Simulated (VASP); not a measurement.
The system is PmSe.

```
CELL_PARAMETERS angstrom
0.00000 2.96054 2.96054
2.96054 0.00000 2.96054
2.96054 2.96054 0.00000
ATOMIC_POSITIONS crystal
Pm 0.00000 0.00000 0.00000
Se 0.50000 0.50000 0.50000
```

The cell comes from a database or a generator and needn't be the stable form of this composition.

* Program: VASP 6.6.1
* Task: relaxation of cell and atoms
* Functional: r2SCAN
* Dispersion: D3(BJ)
* Potentials or basis: VASP PAW PBE potentials, release 64 (Pm, Se)
* Cutoff: 600 eV
* k mesh: 8 × 8 × 8
* Occupations: gaussian, width 0.05 eV
* Spin: collinear spin, ferromagnetic start
* Starting moments: [4.0, 0.0] μB

At the start: pressure 2.7 GPa; volume 25.95 Å³/atom.

Task: How do energy, volume and symmetry change on relaxing?

Result: Over 3 steps the energy falls by 8.8 meV/atom and the volume is 27.07 Å³/atom (+4.3 %); space group Fm-3m (No. 225, to 0.05 Å); moment 4.85 μB per cell.

Step by step:
| step | energy change (eV) | largest force (eV/Å) | pressure (GPa) | volume (Å³) |
| --- | --- | --- | --- | --- |
| 1 | 0.0000 | 0.0000 | 2.65 | 51.90 |
| 2 | -0.0145 | 0.0000 | -0.97 | 55.19 |
| 3 | -0.0177 | 0.0000 | 0.04 | 54.15 |

Final structure:
```xyz
2
Lattice="0.0000 3.0028 3.0028 3.0028 0.0000 3.0028 3.0028 3.0028 0.0000" Properties=species:S:1:pos:R:3 pbc="T T T"
Pm    0.0000    0.0000    0.0000
Se    3.0028    3.0028    3.0028
```

Caveat: the magnetic or orbital state may not be the lowest; the PAW data sets were made with another functional, which shifts forces and pressure a little; without U or exact exchange the open f shell lies at the Fermi level, which spoils levels, moments and volumes; pairwise dispersion overbinds metals, which lowers pressure and volume.
